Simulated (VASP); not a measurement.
Energy against volume of ZnS (zinc blende). These are r2SCAN meta-GGA, VASP's PBE PAW potentials (set 64) (plane waves; VASP) values and carry that method's errors.

```
V (Å³/atom)  E (eV/atom)
-----------  -----------
18.383          -9.41380
18.970          -9.42859
19.556          -9.43318
20.143          -9.42936
20.730          -9.41797
```

**Question.** Fit a third-order Birch-Murnaghan equation of state.

**Answer.** 
```
Property                                          Value
---------------------------------------  --------------
volume per atom                          19.57 Å^3/atom
bulk modulus                                   78.1 GPa
pressure derivative of the bulk modulus            4.09
lattice constant a                              5.389 Å
```

Measured: bulk modulus 77.1 GPa (computed value off by +1.3 %), as given by Cormac Toher et al., Physical Review Materials (2017), arXiv:1611.05714; a 5.410 Å (computed value off by -0.4 %), as given by Martin Albrecht et al., Physical review. B, Condensed matter (1997), arXiv:cond-mat/9706128. The calculation is for a static lattice, while the measured bulk modulus, a hold thermal and zero-point effects, which are part of the difference.

The compound is ZnS in the zinc blende structure. It was relaxed first.
